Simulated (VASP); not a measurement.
# Sc12C (a cell with a defect) in VASP: a series of runs, part 2 of 2

VASP 6.6.1. The steps go on from the part before.

## (5) Single point, PBEsol

INCAR

```
PREC = Accurate
ENCUT = 520
EDIFF = 1E-6
ISMEAR = 0
SIGMA = 0.1
LREAL = False
LASPH = True
NELM = 60
ALGO = Fast
ISIF = 2
LWAVE = False
LCHARG = False
GGA = PS
NBANDS = 80
```

KPOINTS

```
Automatic mesh
0
Gamma
  3 2 3
```

POSCAR

```
Sc12C
1.0
    6.6200000000      0.0000000000      0.0000000000
   -4.9650000000      8.5996320000      0.0000000000
    0.0000000000      0.0000000000      5.2761400000
Sc C
12 1
Direct
    0.0000369608     -0.0037701616     -0.0009630449
    0.1747107570      0.2305468841      0.4919627537
    0.0092959834      0.3362949186      0.0132797313
    0.1677013522      0.5508348022      0.4874173633
    0.0057366580      0.6730576124     -0.0069299721
    0.1721093723      0.8920104272      0.4954571704
    0.4962997515     -0.0021039354      0.0061540442
    0.6622782512      0.2168728070      0.5087807389
    0.5004477977      0.3393391474      0.0143790620
    0.6588494138      0.5538224040      0.4887538326
    0.4937462914      0.6599200236      0.0097470200
    0.6685074181      0.8941318152      0.5027739768
    0.3340871826      0.4452408952      1.2508337237
```

Potentials or basis: VASP PAW PBE potentials, release 64 (Sc_sv, C).

Command:

```
$ cat potpaw_PBE.64/Sc_sv/POTCAR potpaw_PBE.64/C/POTCAR > POTCAR
$ mpirun -np 1 vasp_std > vasp.out
```

OUTCAR:

```text
PREC = Accurate
   ENCUT = 520
   EDIFF = 1E-6
   ISMEAR = 0
   LREAL = False
   LASPH = True
   NELM = 60
   ISIF = 2
   GGA = PS

 ion  position               nearest neighbor table
   1  0.000  0.996  0.999-   6 3.23   5 3.23  12 3.24   6 3.26  12 3.27   7 3.28   2 3.29   7 3.34
                            11 3.35   3 3.35   2 3.35   9 3.36
   2  0.175  0.231  0.492-  13 2.24   3 3.14   9 3.14   4 3.20  10 3.21   1 3.29   8 3.30   3 3.32
                             8 3.33   9 3.33  12 3.35   1 3.35   6 3.35
   3  0.009  0.336  0.013-  13 2.24   4 3.11   2 3.14  11 3.21   9 3.24   8 3.29   2 3.32   8 3.32
                             4 3.33   1 3.35   5 3.36   7 3.38   9 3.38
   4  0.168  0.551  0.487-  13 2.24   3 3.11  11 3.14   2 3.20  10 3.24   5 3.28   5 3.32  11 3.33
                             3 3.33   8 3.33  12 3.36   6 3.37  10 3.38
   5  0.006  0.673  0.993-   1 3.23   6 3.23   7 3.24   6 3.25   4 3.28  10 3.29  11 3.30  10 3.32
                             4 3.32  11 3.33   9 3.33   3 3.36
   6  0.172  0.892  0.495-   7 3.18   1 3.23   5 3.23   8 3.24   5 3.25   1 3.26   7 3.27  12 3.28
                            12 3.34   2 3.35   4 3.37  10 3.38
   7  0.496  0.998  0.006-   6 3.18  12 3.23   8 3.23   5 3.24   8 3.25  12 3.25   6 3.27   1 3.28
                             1 3.34  11 3.35   9 3.38   3 3.38
   8  0.662  0.217  0.509-  12 3.23   7 3.23   6 3.24   7 3.25   9 3.28   3 3.29   2 3.30   3 3.32
                             9 3.32   2 3.33   4 3.33  10 3.36
   9  0.500  0.339  0.014-  13 2.24  10 3.11   2 3.14  11 3.21   3 3.24   8 3.28   8 3.32   2 3.33
                            10 3.33   5 3.33   1 3.36   7 3.38   3 3.38
  10  0.659  0.554  0.489-  13 2.25   9 3.11  11 3.14   2 3.21   4 3.24   5 3.29  11 3.32   5 3.32
                             9 3.33  12 3.35   8 3.36   6 3.38   4 3.38
  11  0.494  0.660  0.010-  13 2.24  10 3.14   4 3.14   9 3.21   3 3.21  12 3.29   5 3.30  10 3.32
                             5 3.33   4 3.33   1 3.35   7 3.35  12 3.35
  12  0.669  0.894  0.503-   7 3.23   8 3.23   1 3.24   7 3.25   1 3.27   6 3.28  11 3.29   6 3.34
                             2 3.35  11 3.35  10 3.35   4 3.36
  13  0.334  0.445  0.251-   4 2.24  11 2.24   2 2.24   9 2.24   3 2.24  10 2.25

  LATTYP: Found a simple monoclinic cell.
 ALAT       =     6.6200000000
 B/A-ratio  =     0.7970000000
 C/A-ratio  =     1.3228756170
 COS(beta)  =    -0.1889822420

  Lattice vectors:

 A1 = (   6.6200000000,   0.0000000000,   0.0000000000)
 A2 = (   0.0000000000,   0.0000000000,   5.2761400000)
 A3 = (  -1.6550000000,  -8.5996320000,   0.0000000000)

Analysis of symmetry for initial positions (statically):
=====================================================================
 Subroutine PRICEL returns:
 Original cell was already a primitive cell.

 Routine SETGRP: Setting up the symmetry group for a
 simple monoclinic supercell.

 Subroutine GETGRP returns: Found  1 space group operations
 (whereof  1 operations were pure point group operations)
 out of a pool of  4 trial point group operations.

The static configuration has the point symmetry C_1 .

Analysis of symmetry for dynamics (positions and initial velocities):
=====================================================================
 Subroutine PRICEL returns:
 Original cell was already a primitive cell.

 Routine SETGRP: Setting up the symmetry group for a
 simple monoclinic supercell.

 Subroutine GETGRP returns: Found  1 space group operations
 (whereof  1 operations were pure point group operations)
 out of a pool of  4 trial point group operations.

The dynamic configuration has the point symmetry C_1 .

[... 116 lines left out ...]
   ISTART =      0    job   : 0-new  1-cont  2-samecut
   ICHARG =      2    charge: 1-file 2-atom 10-const
   ISPIN  =      1    spin polarized calculation?
   LNONCOLLINEAR =      F non collinear calculations
   LSORBIT =      F    spin-orbit coupling
   LASPH  =      T    aspherical Exc in radial PAW
   ENCUT  =  520.0 eV  38.22 Ry    6.18 a.u.  12.31 18.46  9.81*2*pi/ulx,y,z
   NELM   =     60;   NELMIN=  2; NELMDL= -5     # of ELM steps
   EDIFF  = 0.1E-05   stopping-criterion for ELM
   LREAL  =      F    real-space projection
   EDIFFG = 0.1E-04   stopping-criterion for IOM
   NSW    =      0    number of steps for IOM
   IBRION =     -1    ionic relax: 0-MD 1-quasi-New 2-CG
   NFREE  =      0    steps in history (QN), initial steepest desc. (CG)
   ISIF   =      2    stress and relaxation
   ISYM   =      2    0-nonsym 1-usesym 2-fastsym
   POTIM  = 0.5000    time-step for ionic-motion
   TEBEG  =    0.0;   TEEND  =   0.0 temperature during run
   PSTRESS=    0.0 pullay stress
   NELECT =     136.0000    total number of electrons
   NUPDOWN=      -1.0000    fix difference up-down
   EMIN   =  10.00;   EMAX   =-10.00  energy-range for DOS
   EFERMI =   0.00;   METHOD = LEGACY
   ISMEAR =     0;   SIGMA  =   0.10  broadening in eV -4-tet -1-fermi 0-gaus
   EFERMI_NEDOS =   21; number of points for ismear=-14 and -15
   IALGO  =     68    algorithm
   IMIX   =      4    mixing-type and parameters
     AMIX     =   0.40;   BMIX     =  1.00
     AMIX_MAG =   1.60;   BMIX_MAG =  1.00
  volume/ion in A,a.u.               =      23.11       155.92
  Fermi-wavevector in a.u.,A,eV,Ry     =   1.257100  2.375574 21.501284  1.580300
  Thomas-Fermi vector in A             =   2.390775
   LORBIT       =      0    0 simple, 1 ext, 2 COOP (PROOUT), +10 PAW based schemes
   GGA     = PS    functional components
   LHFCALC =     F    Hartree Fock is set to
   AEXX    =    0.0000 exact exchange contribution
   IVDW    =     0    specifies the selected vdW correction
   LEPSILON=     F    determine dielectric tensor
   LRPA    =     F    only Hartree local field effects (RPA)
 non-spin polarized calculation
 RMM-DIIS sequential band-by-band and
 Gauss-broadening in eV      SIGMA  =   0.10
  energy-cutoff  :      520.00
  volume of cell :      300.37
 maximum number of plane-waves:      8103
 NGX is ok and might be reduce to    50
   NGX = 25   NGY = 37   NGZ = 19

 number of electron     136.0000003 magnetization

 Free energy of the ion-electron system (eV)
  ---------------------------------------------------
  ext. energy  EPLUGINS =         0.00000000
  ---------------------------------------------------
  free energy    TOTEN  =       -89.64678366 eV

  energy without entropy =      -89.48028773  energy(sigma->0) =      -89.56353569

 E-fermi :   3.6210     XC(G=0): -10.0548

 val. band max:        3.6205381778   @ k =   0.0000   0.5000   0.0000
 cond. band min:       3.6451020701   @ k =  -0.3333   0.5000   0.3333
 fundamental gap:      0.0245638922
 Fermi energy:         3.6209504751

 k-point     1 :       0.0000    0.0000    0.0000
  band No.  band energies     occupation
      1     -45.6233      2.00000
      2     -45.5976      2.00000
      3     -45.5883      2.00000
      4     -45.5841      2.00000
      5     -45.5192      2.00000
      6     -45.5029      2.00000
[... 819 lines left out ...]
     79       4.7030      0.00000
     80       4.7813      0.00000

------------------------ aborting loop because EDIFF is reached ----------------------------------------

  FORCE on cell =-STRESS in cart. coord.  units (eV):
  Direction    XX          YY          ZZ          XY          YZ          ZX
  --------------------------------------------------------------------------------------
  -------------------------------------------------------------------------------------
  Total       -2.9339774     -2.8393800     -2.9801038     -0.1335199     -0.0536985      0.0433438
  in kB      -15.6499582    -15.1453716    -15.8959983     -0.7122007     -0.2864298      0.2311975
  external PRESSURE =     -15.5637760 kB  Pullay stress =       0.0000000 kB

 VOLUME and BASIS-vectors are now :
 -----------------------------------------------------------------------------
  energy-cutoff  :      520.00
  volume of cell :      300.37
      direct lattice vectors                 reciprocal lattice vectors
     6.620000000  0.000000000  0.000000000     0.151057402  0.087213034  0.000000000
    -4.965000000  8.599632000  0.000000000     0.000000000  0.116284046  0.000000000
     0.000000000  0.000000000  5.276140000     0.000000000  0.000000000  0.189532499

 POSITION                                       TOTAL-FORCE (eV/Angst)
 -----------------------------------------------------------------------------------
     -4.94604      8.56721      5.27106        -0.014897      0.014329     -0.002074
      0.01192      1.98262      2.59566         0.003838     -0.034553      0.032565
     -1.60816      2.89201      0.07007        -0.000922     -0.004153     -0.010684
     -1.62471      4.73698      2.57168        -0.009564      0.027452      0.020333
     -3.30375      5.78805      5.23958        -0.001402     -0.019769      0.000073
     -3.28947      7.67096      2.61410        -0.021794     -0.011941     -0.000831
     -1.66905      8.58154      0.03247         0.016157      0.015668      0.004178
      3.30751      1.86503      2.68440        -0.000534      0.027048     -0.000631
      1.62815      2.91819      0.07587         0.007305     -0.024804     -0.017239
      1.61185      4.76267      2.57873         0.001372      0.004641      0.002417
     -0.00790      5.67507      0.05143        -0.002972      0.026072     -0.029789
     -0.01385      7.68920      2.65271         0.017609     -0.017890     -0.000618
      0.00104      3.82891      1.32343         0.005804     -0.002099      0.002299
 -----------------------------------------------------------------------------------
    total drift:                               -0.000076      0.000383     -0.000113

  FREE ENERGIE OF THE ION-ELECTRON SYSTEM (eV)
  ---------------------------------------------------
  free  energy   TOTEN  =       -89.6467836560 eV

  energy  without entropy=      -89.4802877296  energy(sigma->0) =      -89.56353569
```

It took 7.9 min on 1 thread of Intel Xeon 6975P-C (Granite Rapids), shared host; peak memory 0.49 GiB.

Results:

* Free energy: -89.6468 eV
* Pressure: -1.6 GPa
* Largest force: 0.048 eV/Å
* Band gap on the k mesh: none (metal or under the smearing width)

Forces on the atoms (eV/Å):
```
Sc  -0.015  0.014 -0.002
Sc   0.004 -0.035  0.033
Sc  -0.001 -0.004 -0.011
Sc  -0.010  0.027  0.020
Sc  -0.001 -0.020  0.000
Sc  -0.022 -0.012 -0.001
Sc   0.016  0.016  0.004
Sc  -0.001  0.027 -0.001
Sc   0.007 -0.025 -0.017
Sc   0.001  0.005  0.002
Sc  -0.003  0.026 -0.030
Sc   0.018 -0.018 -0.001
C    0.006 -0.002  0.002
```

Caveat: the k mesh is coarse (spacing up to 0.40 Å⁻¹), so the values aren't converged; the PAW data sets were made with another functional, which shifts forces and pressure a little.
